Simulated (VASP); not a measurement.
Runs of VASP 6.6.1 on GaSb. The structure is cubic, space group F-43m (No. 216). The conventional cell has a = 6.132 Å, b = 6.132 Å, c = 6.132 Å, α = 90.00°, β = 90.00°, γ = 90.00°. Around Ga (site symmetry -43m) lie 4 Sb at 2.66 Å. Sb (site symmetry -43m) has 4 Ga at 2.66 Å as nearest neighbours. 

| task | cell | gap on the mesh (eV) | pressure (GPa) |
| --- | --- | --- | --- |
| relaxation of the atoms | atoms relaxed from: a relaxed cell with its volume scaled by 1.04 | none | -1.8 |
| relaxation of cell and atoms | relaxed | none | 0.0 |
| relaxation of the atoms | atoms relaxed from: a relaxed cell with its volume scaled by 1.06 | none | -2.6 |
| relaxation of the atoms | atoms relaxed from: a relaxed cell with its volume scaled by 0.98 | 0.13 | 1.0 |
| relaxation of the atoms | atoms relaxed from: a relaxed cell with its volume scaled by 0.94 | (a) | 3.6 |
| relaxation of the atoms | atoms relaxed from: a relaxed cell with its volume scaled by 1.02 | none | -1.0 |
| relaxation of the atoms | atoms relaxed from: a relaxed cell with its volume scaled by 0.96 | 0.28 | 2.2 |
| relaxation of the atoms | atoms relaxed | none | 0.0 |

Alike in all rows: level PBE+D3(BJ); potentials or basis VASP PAW PBE potentials, release 64 (Ga_d, Sb); no spin polarisation; k mesh 10 × 10 × 10; cutoff (eV) 600; smearing gaussian 0.03 eV.

Question: Fill in the values left out.

Answer: (a) 0.44.

Caveats: the relaxation stopped at its first step, so nothing moved; pairwise dispersion overbinds metals, which lowers pressure and volume (some runs); spin-orbit coupling is left out, which moves the levels of the heavy elements (some runs); this crystal is a semiconductor, whose small gap the functional closes, so the metal is an error of the method (some runs).

A k mesh can miss the band edges, and the runs leave out spin-orbit coupling on Ga, Sb.

A gap of «none» marks a metal or a gap under the smearing width.
